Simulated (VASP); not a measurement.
Level of theory: PBE GGA, VASP's PBE PAW potentials (set 64) (plane waves; VASP 6.6.1).

Input for VASP

INCAR:
```
# general
SYSTEM =Mg26S27
PREC   =Normal
ENCUT  =400   # plane-wave cut-off (eV)
LREAL  =Auto
LASPH  =.TRUE.
ISYM   =0
NELECT =215.0

# electronic loop
EDIFF  =1E-5   # SCF stop (eV)
NELM   =100   # most electronic steps
NELMIN =4
ALGO   =Fast   # Davidson, then RMM-DIIS

# smearing
ISMEAR =0   # Gaussian
SIGMA  =0.05   # width (eV)

# functional
GGA    =PE

# spin
ISPIN  =2   # spin-polarised
NUPDOWN=1

# ions
IBRION =2
NSW    =60
ISIF   =2   # forces and stress, cell fixed
EDIFFG =-0.03   # ionic stop

# output
LWAVE  =.FALSE.
LCHARG =.FALSE.
LORBIT =10
```

File POSCAR:
```
Mg26S27
1
    0.0000000000     7.8339540860     7.8339540860
    7.8339540860     0.0000000000     7.8339540860
    7.8339540860     7.8339540860    -0.0000000000
Mg S
26 27
Direct
  0.0000000000   0.0000000000   0.0000000000
  0.0000000000   0.0000000000   0.3333330000
  0.0000000000   0.0000000000   0.6666670000
  0.0000000000   0.3333330000   0.0000000000
  0.0000000000   0.3333330000   0.3333330000
  0.0000000000   0.3333330000   0.6666670000
  0.0000000000   0.6666670000   0.0000000000
  0.0000000000   0.6666670000   0.3333330000
  0.0000000000   0.6666670000   0.6666670000
  0.3333330000   0.0000000000   0.0000000000
  0.3333330000   0.0000000000   0.3333330000
  0.3333330000   0.0000000000   0.6666670000
  0.3333330000   0.3333330000   0.0000000000
  0.3333330000   0.3333330000   0.3333330000
  0.3333330000   0.6666670000   0.0000000000
  0.3333330000   0.6666670000   0.3333330000
  0.3333330000   0.6666670000   0.6666670000
  0.6666670000   0.0000000000   0.0000000000
  0.6666670000   0.0000000000   0.3333330000
  0.6666670000   0.0000000000   0.6666670000
  0.6666670000   0.3333330000   0.0000000000
  0.6666670000   0.3333330000   0.3333330000
  0.6666670000   0.3333330000   0.6666670000
  0.6666670000   0.6666670000   0.0000000000
  0.6666670000   0.6666670000   0.3333330000
  0.6666670000   0.6666670000   0.6666670000
  0.1666670000   0.1666670000   0.1666670000
  0.1666670000   0.1666670000   0.5000000000
  0.1667190000   0.1623570000   0.8383690000
  0.1666670000   0.5000000000   0.1666670000
  0.1651560000   0.4980420000   0.5065920000
  0.1670560000   0.5022340000   0.8371150000
  0.1666670000   0.8333330000   0.1666670000
  0.1666670000   0.8333330000   0.5000000000
  0.1666670000   0.8333330000   0.8333330000
  0.5000000000   0.1666670000   0.1666670000
  0.4985530000   0.1622620000   0.4996640000
  0.5027700000   0.1680880000   0.8362050000
  0.5000000000   0.5000000000   0.1666670000
  0.4980920000   0.5044850000   0.4982150000
  0.5000000000   0.5000000000   0.8333330000
  0.5000000000   0.8333330000   0.1666670000
  0.5000000000   0.8333330000   0.5000000000
  0.5000000000   0.8333330000   0.8333330000
  0.8333330000   0.1666670000   0.1666670000
  0.8333330000   0.1666670000   0.5000000000
  0.8333330000   0.1666670000   0.8333330000
  0.8333330000   0.5000000000   0.1666670000
  0.8333330000   0.5000000000   0.5000000000
  0.8333330000   0.5000000000   0.8333330000
  0.8333330000   0.8333330000   0.1666670000
  0.8333330000   0.8333330000   0.5000000000
  0.8333330000   0.8333330000   0.8333330000
```

KPOINTS:
```
Automatic
0
gamma
1 1 1
```

POTCAR, in this order: Mg S (PBE.64 set). Program: vasp_gam. The INCAR's line for the spin-polarised start is left out here.

Output

File OSZICAR:
```
...
RMM:  11    -0.213149097036E+03    0.28976E-02   -0.47555E-02   549   0.441E-01    0.425E-01
RMM:  12    -0.213148705158E+03    0.39188E-03   -0.10048E-02   571   0.188E-01    0.276E-01
RMM:  13    -0.213148691886E+03    0.13272E-04   -0.29315E-03   556   0.104E-01    0.194E-01
RMM:  14    -0.213148707204E+03   -0.15318E-04   -0.13053E-03   544   0.721E-02    0.120E-01
RMM:  15    -0.213148738992E+03   -0.31788E-04   -0.41821E-04   553   0.424E-02    0.486E-02
RMM:  16    -0.213148742620E+03   -0.36279E-05   -0.11499E-04   521   0.230E-02    0.279E-02
RMM:  17    -0.213148748175E+03   -0.55547E-05   -0.40871E-05   391   0.122E-02
   1 F= -.21314875E+03 E0= -.21312790E+03  d E =-.213149E+03  mag=     1.0000
       N       E                     dE             d eps       ncg     rms          rms(c)
DAV:   1    -0.213354291026E+03   -0.20555E+00   -0.76287E+00   608   0.473E+00    0.198E+00
RMM:   2    -0.213379292001E+03   -0.25001E-01   -0.37302E-01   544   0.138E+00    0.255E-01
RMM:   3    -0.213381151142E+03   -0.18591E-02   -0.59653E-02   551   0.551E-01    0.546E-01
RMM:   4    -0.213380743698E+03    0.40744E-03   -0.12758E-02   574   0.234E-01    0.456E-01
RMM:   5    -0.213380190373E+03    0.55333E-03   -0.32152E-03   546   0.114E-01    0.257E-01
RMM:   6    -0.213380298320E+03   -0.10795E-03   -0.31566E-03   546   0.911E-02    0.121E-01
RMM:   7    -0.213380216622E+03    0.81697E-04   -0.61864E-04   554   0.495E-02    0.846E-02
RMM:   8    -0.213380191241E+03    0.25381E-04   -0.32725E-04   524   0.307E-02    0.471E-02
RMM:   9    -0.213380183162E+03    0.80792E-05   -0.91135E-05   477   0.178E-02
   2 F= -.21338018E+03 E0= -.21336071E+03  d E =-.231435E+00  mag=     1.0000
       N       E                     dE             d eps       ncg     rms          rms(c)
DAV:   1    -0.213450684355E+03   -0.70493E-01   -0.10468E+01   584   0.565E+00    0.240E+00
RMM:   2    -0.213487025844E+03   -0.36341E-01   -0.50729E-01   544   0.165E+00    0.291E-01
RMM:   3    -0.213489848036E+03   -0.28222E-02   -0.73880E-02   545   0.650E-01    0.616E-01
RMM:   4    -0.213489241082E+03    0.60695E-03   -0.16234E-02   565   0.278E-01    0.459E-01
RMM:   5    -0.213488958962E+03    0.28212E-03   -0.52553E-03   548   0.141E-01    0.204E-01
RMM:   6    -0.213489091272E+03   -0.13231E-03   -0.20262E-03   549   0.830E-02    0.833E-02
RMM:   7    -0.213489105167E+03   -0.13895E-04   -0.40112E-04   560   0.428E-02    0.522E-02
RMM:   8    -0.213489101987E+03    0.31796E-05   -0.16140E-04   514   0.245E-02    0.248E-02
RMM:   9    -0.213489104749E+03   -0.27618E-05   -0.37149E-05   390   0.131E-02
   3 F= -.21348910E+03 E0= -.21346993E+03  d E =-.340357E+00  mag=     1.0000
       N       E                     dE             d eps       ncg     rms          rms(c)
DAV:   1    -0.213489899715E+03   -0.79773E-03   -0.17144E-01   656   0.739E-01    0.272E-01
RMM:   2    -0.213490546565E+03   -0.64685E-03   -0.83512E-03   544   0.213E-01    0.408E-02
RMM:   3    -0.213490597108E+03   -0.50544E-04   -0.11652E-03   544   0.836E-02    0.740E-02
RMM:   4    -0.213490588502E+03    0.86062E-05   -0.24869E-04   538   0.359E-02    0.555E-02
RMM:   5    -0.213490586018E+03    0.24838E-05   -0.93799E-05   472   0.186E-02
   4 F= -.21349059E+03 E0= -.21347140E+03  d E =-.341838E+00  mag=     1.0000
       N       E                     dE             d eps       ncg     rms          rms(c)
DAV:   1    -0.213523780661E+03   -0.33192E-01   -0.20902E+00   560   0.286E+00    0.992E-01
RMM:   2    -0.213531605022E+03   -0.78244E-02   -0.10721E-01   544   0.811E-01    0.143E-01
RMM:   3    -0.213532475065E+03   -0.87004E-03   -0.16014E-02   550   0.329E-01    0.306E-01
RMM:   4    -0.213532357627E+03    0.11744E-03   -0.28427E-03   561   0.134E-01    0.205E-01
RMM:   5    -0.213532302852E+03    0.54775E-04   -0.11979E-03   545   0.723E-02    0.520E-02
RMM:   6    -0.213532318429E+03   -0.15577E-04   -0.28684E-04   558   0.371E-02    0.381E-02
RMM:   7    -0.213532315783E+03    0.26463E-05   -0.63941E-05   492   0.182E-02
   5 F= -.21353232E+03 E0= -.21351307E+03  d E =-.417298E-01  mag=     1.0000
       N       E                     dE             d eps       ncg     rms          rms(c)
DAV:   1    -0.213540069376E+03   -0.77509E-02   -0.27125E+00   568   0.327E+00    0.113E+00
RMM:   2    -0.213550246062E+03   -0.10177E-01   -0.13952E-01   544   0.927E-01    0.163E-01
RMM:   3    -0.213551326884E+03   -0.10808E-02   -0.20779E-02   550   0.376E-01    0.349E-01
RMM:   4    -0.213551137102E+03    0.18978E-03   -0.37599E-03   561   0.153E-01    0.219E-01
RMM:   5    -0.213551092419E+03    0.44683E-04   -0.14697E-03   546   0.812E-02    0.587E-02
RMM:   6    -0.213551116429E+03   -0.24010E-04   -0.35154E-04   576   0.412E-02    0.427E-02
RMM:   7    -0.213551112204E+03    0.42245E-05   -0.91843E-05   521   0.207E-02
   6 F= -.21355111E+03 E0= -.21353183E+03  d E =-.605262E-01  mag=     1.0000
       N       E                     dE             d eps       ncg     rms          rms(c)
DAV:   1    -0.213551226450E+03   -0.11002E-03   -0.42835E-02   656   0.411E-01    0.146E-01
RMM:   2    -0.213551389818E+03   -0.16337E-03   -0.22517E-03   544   0.117E-01    0.217E-02
RMM:   3    -0.213551406926E+03   -0.17109E-04   -0.33996E-04   550   0.478E-02    0.454E-02
RMM:   4    -0.213551405586E+03    0.13408E-05   -0.61230E-05   476   0.197E-02
   7 F= -.21355141E+03 E0= -.21353213E+03  d E =-.608196E-01  mag=     1.0000
       N       E                     dE             d eps       ncg     rms          rms(c)
DAV:   1    -0.213554251309E+03   -0.28444E-02   -0.31525E-01   608   0.111E+00    0.394E-01
RMM:   2    -0.213555589273E+03   -0.13380E-02   -0.16981E-02   544   0.326E-01    0.521E-02
RMM:   3    -0.213555686524E+03   -0.97250E-04   -0.21654E-03   546   0.129E-01    0.909E-02
RMM:   4    -0.213555665624E+03    0.20899E-04   -0.42399E-04   556   0.537E-02    0.611E-02
RMM:   5    -0.213555665799E+03   -0.17449E-06   -0.10860E-04   533   0.254E-02    0.274E-02
RMM:   6    -0.213555668473E+03   -0.26740E-05   -0.25168E-05   353   0.127E-02
   8 F= -.21355567E+03 E0= -.21353639E+03  d E =-.426289E-02  mag=     1.0000
       N       E                     dE             d eps       ncg     rms          rms(c)
DAV:   1    -0.213555397230E+03    0.26857E-03   -0.41814E-01   600   0.128E+00    0.453E-01
RMM:   2    -0.213557189880E+03   -0.17926E-02   -0.22791E-02   544   0.377E-01    0.578E-02
RMM:   3    -0.213557317823E+03   -0.12794E-03   -0.28985E-03   546   0.149E-01    0.106E-01
RMM:   4    -0.213557286767E+03    0.31056E-04   -0.57599E-04   556   0.623E-02    0.677E-02
RMM:   5    -0.213557288937E+03   -0.21703E-05   -0.13941E-04   547   0.289E-02    0.329E-02
RMM:   6    -0.213557292394E+03   -0.34566E-05   -0.32534E-05   384   0.143E-02
   9 F= -.21355729E+03 E0= -.21353801E+03  d E =-.588681E-02  mag=     1.0000
       N       E                     dE             d eps       ncg     rms          rms(c)
DAV:   1    -0.213557554792E+03   -0.26585E-03   -0.90630E-02   664   0.580E-01    0.202E-01
RMM:   2    -0.213557907911E+03   -0.35312E-03   -0.44453E-03   544   0.164E-01    0.227E-02
RMM:   3    -0.213557939582E+03   -0.31671E-04   -0.62688E-04   549   0.657E-02    0.541E-02
RMM:   4    -0.213557936985E+03    0.25965E-05   -0.11787E-04   547   0.274E-02    0.408E-02
RMM:   5    -0.213557934305E+03    0.26800E-05   -0.39096E-05   418   0.137E-02
  10 F= -.21355793E+03 E0= -.21353865E+03  d E =-.641912E-03  mag=     1.0000
       N       E                     dE             d eps       ncg     rms          rms(c)
DAV:   1    -0.213557733589E+03    0.20340E-03   -0.69465E-02   576   0.509E-01    0.175E-01
RMM:   2    -0.213558012352E+03   -0.27876E-03   -0.34967E-03   544   0.144E-01    0.209E-02
RMM:   3    -0.213558042408E+03   -0.30056E-04   -0.50681E-04   549   0.589E-02    0.505E-02
RMM:   4    -0.213558040427E+03    0.19812E-05   -0.94222E-05   538   0.247E-02
  11 F= -.21355804E+03 E0= -.21353876E+03  d E =-.748033E-03  mag=     1.0000
```

**OUTCAR**
```
------------------------ aborting loop because EDIFF is reached ----------------------------------------
  FORCE on cell =-STRESS in cart. coord.  units (eV):
  Direction    XX          YY          ZZ          XY          YZ          ZX
  --------------------------------------------------------------------------------------
  Total       17.5217764     17.4835375     17.5059712      0.0051393      0.0025080      0.0098524
  in kB       29.1954824     29.1317671     29.1691471      0.0085632      0.0041789      0.0164165
  external PRESSURE =      29.1654655 kB  Pullay stress =       0.0000000 kB
  volume of cell :      961.55
      direct lattice vectors                 reciprocal lattice vectors
     0.000000000  7.833954086  7.833954086    -0.063824729  0.063824729  0.063824729
     7.833954086  0.000000000  7.833954086     0.063824729 -0.063824729  0.063824729
     7.833954086  7.833954086  0.000000000     0.063824729  0.063824729 -0.063824729
 POSITION                                       TOTAL-FORCE (eV/Angst)
 -----------------------------------------------------------------------------------
      7.83591      7.83772      0.00711         0.002145     -0.002038     -0.006879
     10.43675     10.43598     15.65795         0.000908      0.001231     -0.003066
     13.06705     13.06535     15.65845         0.001780      0.001747     -0.001998
     10.39807      7.83716      2.66251         0.004912     -0.002352     -0.008302
      5.23319     10.43598     10.45405         0.003287      0.001784     -0.001145
      7.83588      5.27903      2.65755         0.001039     -0.009899     -0.000127
     13.05348      7.83637      5.22277         0.002921     -0.000781     -0.002751
      7.83637      2.63052      5.22025         0.001369     -0.017842      0.001962
     10.40084      5.27810      5.22216        -0.000428     -0.010399     -0.000563
      7.83584     10.40042      2.66401         0.000507      0.001020     -0.007914
     10.43727      5.23236     10.45441        -0.000117      0.003786     -0.000709
      5.27440      7.83580      2.65713        -0.004834      0.000786      0.000140
     10.39986     10.40010      5.22428         0.001862      0.002691     -0.003680
      5.27628      5.27541      5.22028        -0.004982     -0.004633      0.001652
      5.23329      2.60271      7.82479         0.004015      0.001827     -0.001539
      7.83621      5.27253      7.78188        -0.000366     -0.001548      0.004881
     10.39810      7.83476      7.78366         0.002632     -0.000266      0.004756
      7.83509     13.05033      5.22491         0.000911      0.007050     -0.003976
      2.61932      7.83524      5.22080        -0.006846      0.003430      0.002045
      5.27603     10.39612      5.22224        -0.007762      0.004867      0.002115
      2.60343      5.23274      7.82467         0.001067      0.004509     -0.000504
      5.27475      7.83296      7.77976        -0.005426      0.003018      0.008084
      7.83588     10.39496      7.78718        -0.003229      0.005172      0.000939
      5.23285      5.23304     10.45385         0.002481      0.002211      0.000716
      7.83388      7.83319     10.43541         0.002323      0.004435      0.009300
     10.43685     10.43727     10.45532        -0.000284      0.000210      0.001794
      2.61825      2.61720      2.60656        -0.005531     -0.002978      0.007526
      5.22030      5.21949      2.60423         0.001445      0.004929      0.002429
      7.83685      7.84119      2.49237         0.001255     -0.000925      0.008057
      5.21584      2.62966      5.22159        -0.014321      0.005080      0.002783
      7.83885      5.11887      5.21816        -0.000402     -0.010976      0.002564
     10.56981      7.83905      5.22380        -0.014670      0.001461     -0.002603
      7.83604      2.62901      7.84219        -0.001929      0.003578      0.014166
     10.45222      5.21849      7.83722        -0.001133      0.008438      0.000246
     13.04652      7.83547      7.84842        -0.008686      0.002440      0.003809
      2.62624      5.21263      5.22279         0.003273     -0.012474     -0.002060
      5.10535      7.83517      5.21765         0.011033      0.004523      0.005964
      7.83715     10.56490      5.22712         0.001586     -0.009134     -0.005869
      5.22034      5.21764      7.83624         0.000766      0.001906     -0.000422
      7.83527      7.83176      7.94944         0.002656      0.009437     -0.005337
     10.45153     10.45117      7.84046        -0.001932     -0.004670     -0.007385
      7.83469      5.20912     10.43357         0.003709     -0.004312     -0.008008
     10.45642      7.83443     10.43192         0.012397     -0.000352     -0.009456
     13.05372     10.45290     10.44210         0.004308     -0.005020      0.000228
      2.62663      7.83515      7.84387         0.004147     -0.000901      0.010172
      5.21749     10.44831      7.83760         0.009841     -0.000229     -0.003734
      7.83530     13.04643      7.84914         0.000559     -0.007639      0.002875
      5.21268      7.83424     10.43062        -0.010949      0.001249     -0.004369
      7.83508     10.45929     10.43230        -0.001324      0.005282     -0.008186
     10.45228     13.05571     10.44051        -0.001593      0.001280      0.003344
      7.83211      7.83554     13.05637         0.001974      0.008087     -0.001346
     10.45713     10.45983     13.05545         0.009968      0.007634     -0.000556
     13.04536     13.04441     13.05714        -0.006332     -0.005730     -0.000062
 -----------------------------------------------------------------------------------
    total drift:                               -0.010692      0.010335     -0.006473
  FREE ENERGIE OF THE ION-ELECTRON SYSTEM (eV)
  ---------------------------------------------------
  free  energy   TOTEN  =      -213.5580404269 eV

  energy  without entropy=     -213.5194759612  energy(sigma->0) =     -213.53875819

 total charge

# of ion       s       p       d       tot
------------------------------------------
    1        0.136   0.132   0.042   0.310
    2        0.130   0.126   0.041   0.296
    3        0.130   0.126   0.041   0.296
    4        0.130   0.125   0.040   0.296
    5        0.130   0.126   0.040   0.296
    6        0.130   0.126   0.040   0.296
    7        0.136   0.132   0.042   0.310
    8        0.136   0.132   0.042   0.310
    9        0.130   0.126   0.040   0.296
   10        0.130   0.125   0.040   0.296
   11        0.130   0.126   0.040   0.296
   12        0.130   0.126   0.040   0.296
   13        0.130   0.125   0.040   0.296
   14        0.130   0.126   0.040   0.296
   15        0.130   0.126   0.040   0.296
   16        0.130   0.126   0.040   0.296
   17        0.130   0.126   0.040   0.296
   18        0.136   0.132   0.042   0.310
   19        0.136   0.132   0.042   0.310
   20        0.130   0.125   0.040   0.296
   21        0.130   0.126   0.040   0.296
   22        0.130   0.125   0.040   0.296
   23        0.130   0.125   0.040   0.296
   24        0.130   0.126   0.041   0.296
   25        0.136   0.132   0.042   0.310
   26        0.130   0.126   0.040   0.296
   27        1.304   2.532   0.000   3.836
   28        1.304   2.532   0.000   3.836
   29        1.306   2.524   0.000   3.830
   30        1.304   2.528   0.000   3.832
   31        1.306   2.524   0.000   3.830
...
```
(Selected blocks of OUTCAR.)

**CONTCAR**
```
Mg26S27
   1.00000000000000
     0.0000000000000000    7.8339540860000003    7.8339540860000003
     7.8339540860000003    0.0000000000000000    7.8339540860000003
     7.8339540860000003    7.8339540860000003    0.0000000000000000
  Mg              S
    26    27
Direct
     0.0005692488543530    0.0003386096500515    0.9999110555906229
     0.9993161098277068    0.9994132343716662    0.3328316502309333
     0.9992873726550133    0.9995048485787383    0.6684973137051690
     0.0064843182563224    0.3333837642727434    0.9939245168733548
     0.9992940274944307    0.3351601859884417    0.3328532837942438
     0.0064273701659990    0.3328079198508455    0.6674378410550236
     0.0003612075905825    0.6663223075377813    0.9999472035843542
     0.0009190291347711    0.6654426737738871    0.3348657115368384
     0.0063453598614039    0.6602606755334521    0.6674012446097120
     0.3337132501093145    0.0063460115289712    0.9938945393129278
     0.3350484457408419    0.9994517001959201    0.3328596041197858
     0.3330707156000925    0.0061099490238660    0.6671647390733434
     0.3334535067276791    0.3334230174005042    0.9941137017181095
     0.3331275282872150    0.3332381728719435    0.3402755167499117
     0.3315186897459373    0.6673117980388906    0.0007153401088784
     0.3330501335628389    0.6603025492782642    0.3399858242662093
     0.3331848635295563    0.6603945807668635    0.6669176858609673
     0.6663396803816910    0.0006167917802956    0.9995284094160969
     0.6661212572963980    0.0003114344809582    0.3340432796490241
     0.6600961346339028    0.0065196511012711    0.6669633231782763
     0.6672220712091717    0.3315922401357632    0.0007338224516819
     0.6598184285267860    0.3332638176937971    0.3400549191242661
     0.6603471546543959    0.3336823101055806    0.6665639714346779
     0.6672262859002102    0.6672022393721732    0.0007682180314028
     0.6659932844675374    0.6660816080942497    0.3339088518723723
     0.6673345796686767    0.6672810537041363    0.6649776999707553
     0.1662960975202759    0.1664301620530162    0.1677880947260861
     0.1661630166337597    0.1662661398420522    0.5001020484547175
     0.1593520885360823    0.1587980159218996    0.8415719947389700
     0.1682044673315022    0.4983289592384285    0.1674701296545983
     0.1594453944060758    0.5066500002364975    0.4939753558024430
     0.1591175421959600    0.5076975351315081    0.8415332088850577
     0.1681883707514946    0.8328627810758956    0.1674035362757102
     0.1661672029809453    0.8342498217405155    0.4999705559489335
     0.1683295932043960    0.8335169773669721    0.8318642805739346
     0.4984186477865725    0.1682675254303550    0.1669707124796239
     0.5072450893029326    0.1587849154237046    0.4929104825326934
     0.5077172355613304    0.1595216051900372    0.8408861086446694
     0.4999732385122312    0.5003185690502890    0.1660555576106660
     0.5071468431769092    0.5075944163410333    0.4925731418965119
     0.5003921119280346    0.5004386997580785    0.8336934959071594
     0.4983439176509682    0.8334959718580428    0.1665974654529924
     0.4984663202808405    0.8331623406899358    0.5015938080589704
     0.5004676370893576    0.8324603841136828    0.8338394290562871
     0.8330648775533652    0.1682009473901598    0.1670875061181397
     0.8340884603196229    0.1663769142541202    0.4996328323649634
     0.8335681143134962    0.1683701134695591    0.8318012767423807
     0.8330522963421384    0.4984113198744337    0.1669843798378990
     0.8333282944685575    0.4983496816509864    0.5017946197464183
     0.8325263996406415    0.5001996644028477    0.8340277595721087
     0.8335381393882337    0.8330998652061212    0.1666644217901282
     0.8334326174286901    0.8330883324679401    0.5017588076938277
     0.8333079318127693    0.8334291956908374    0.8318037221151642
```

The cell is charged, with a uniform compensating background. The supercell is sampled at Γ alone, which is coarse: total energies, pressure and levels can be off, energies of defects by several tenths of an eV. The run has a spin-polarised start.

The cell is a supercell with a defect, built from a database entry that may be metastable or hypothetical: vac_Mg, charge -1.
